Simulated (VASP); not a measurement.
Consider the following.

```
CELL_PARAMETERS angstrom
      2.73652     0.00000     0.00000
      0.00000     2.73652     0.00000
      0.00000     0.00000     3.58680
ATOMIC_POSITIONS crystal
  Li 0.50000 0.50000 0.50000
  V  0.00000 0.00000 0.00000
```
Starting moments (μB, in the order of the record's atoms Li V): 0.0 2.0.

The numbers are results of PBE GGA, VASP's PBE PAW potentials (set 64) (plane waves; VASP), not measurements. Run with 400 eV cut-off, 11×11×9 Γ-centred mesh, Gaussian smearing of 0.050 eV, potentials Li_sv V_sv.

At this cut-off the stress carries a Pulay error, which pulls relaxed volumes low. Energy and stress use the plane-wave basis of the starting cell.

The ions, cell shape and volume are relaxed. Predict the relaxed structure.

```
CELL_PARAMETERS angstrom
      2.41709     0.00000     0.00000
      0.00000     2.41709     0.00000
      0.00000     0.00000     4.42697
ATOMIC_POSITIONS crystal
  Li 0.50000 0.50000 0.50000
  V  0.00000 0.00000 0.00000
```
Space group P4/mmm (123), at a tolerance of 0.03 Å. The cell ends with 0.00 μB, on the sites 0.00 0.00 μB.

How do energy and volume change from the first to the last step?

The energy (σ→0) changes by -108.4 meV/atom and the volume by -3.7 %, in 16 ionic steps.

| step | E(σ→0) (eV) | max force (eV/Å) | pressure (GPa) | volume (Å³) |
|---|---|---|---|---|
| 1 | -9.3950 | 0.000 | -4.76 | 26.86 |
| 2 | -9.4731 | 0.000 | 0.53 | 25.32 |
| 3 | -9.4911 | 0.000 | 5.65 | 24.18 |
| 4 | -9.5458 | 0.000 | 4.90 | 24.36 |
| 5 | -9.5872 | 0.000 | 4.89 | 24.57 |
| 6 | -9.5919 | 0.000 | 4.96 | 24.61 |
| 7 | -9.5585 | 0.000 | 5.56 | 24.56 |
| 8 | -9.5920 | 0.000 | 4.95 | 24.61 |
| 9 | -9.5893 | 0.000 | 5.25 | 24.60 |
| 10 | -9.5926 | 0.000 | 5.06 | 24.61 |
| 11 | -9.5919 | 0.000 | 5.19 | 24.60 |
| 12 | -9.6072 | 0.000 | -2.23 | 26.48 |
| 13 | -9.6116 | 0.000 | -0.02 | 25.85 |
| 14 | -9.6116 | 0.000 | -0.17 | 25.87 |
| 15 | -9.6117 | 0.000 | -0.09 | 25.87 |
| 16 | -9.6117 | 0.000 | -0.04 | 25.86 |

The structure was generated: LiV was put into an ordered model structure, which need not be its known phase. This run relaxes it. Symmetry was kept, so distortions that lower it aren't found. The run is one of a series of settings (EDIFFG = -0.01, IBRION = 2, ISIF = 3, NSW = 50 against the base run), some of them coarse on purpose.
